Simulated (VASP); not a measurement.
Consider the following.

```
PbO2
1.0
    5.03793     0.00000     0.00000
    0.00000     5.03793     0.00000
    0.00000     0.00000     3.46303
Pb O
2 4
Direct
  0.00000   0.00000   0.00000
  0.50000   0.50000   0.50000
  0.30730   0.30730   0.00000
  0.80730   0.19270   0.50000
  0.19270   0.80730   0.50000
  0.69270   0.69270   0.00000
```

Level of theory: optB88-vdW, VASP's PBE PAW potentials (set 64) (plane waves; VASP 6.6.1). Run with 520 eV cut-off, Gaussian smearing of 0.050 eV, potentials Pb_d O.

Unless said otherwise, spin-orbit coupling is left out, though it shifts the bands of the heavy elements here.

### Question
Give the energies of bands 15 to 28 at the high-symmetry points, in eV from the valence-band maximum.

### Answer

| band | Γ | X | M | Z | R | A |
|---|---|---|---|---|---|---|
| 15 | -7.85 | -6.29 | -5.55 | -7.20 | -6.93 | -7.63 |
| 16 | -3.13 | -6.29 | -5.55 | -7.20 | -6.93 | -7.63 |
| 17 | -3.03 | -2.39 | -2.93 | -3.12 | -4.33 | -3.67 |
| 18 | -3.03 | -2.39 | -2.93 | -3.12 | -4.33 | -3.67 |
| 19 | -2.11 | -2.26 | -2.38 | -2.69 | -3.17 | -1.83 |
| 20 | -1.89 | -2.26 | -2.38 | -2.69 | -3.17 | -1.83 |
| 21 | -1.59 | -1.20 | -1.41 | -1.87 | -0.95 | -1.72 |
| 22 | -0.68 | -1.20 | -1.41 | -1.87 | -0.95 | -1.72 |
| 23 | -0.56 | -0.59 | -0.61 | -0.97 | -0.64 | -0.55 |
| 24 | -0.56 | -0.59 | -0.61 | -0.97 | -0.64 | -0.55 |
| 25 | -0.47 | -0.28 | -0.38 | -0.67 | -0.16 | -0.41 |
| 26 | -0.47 | -0.28 | -0.38 | -0.67 | -0.16 | -0.41 |
| 27 | 0.15 | 2.21 | 2.57 | 3.48 | 3.77 | 2.62 |
| 28 | 3.94 | 2.21 | 2.57 | 3.48 | 3.77 | 2.62 |

The gap is indirect, 0.07 eV, from the valence maximum at Γ-Z at 0.22 to the conduction minimum at M-Γ at 0.78.

The compound is PbO2 in the rutile structure. It was relaxed first, which changed the volume by +5 %.
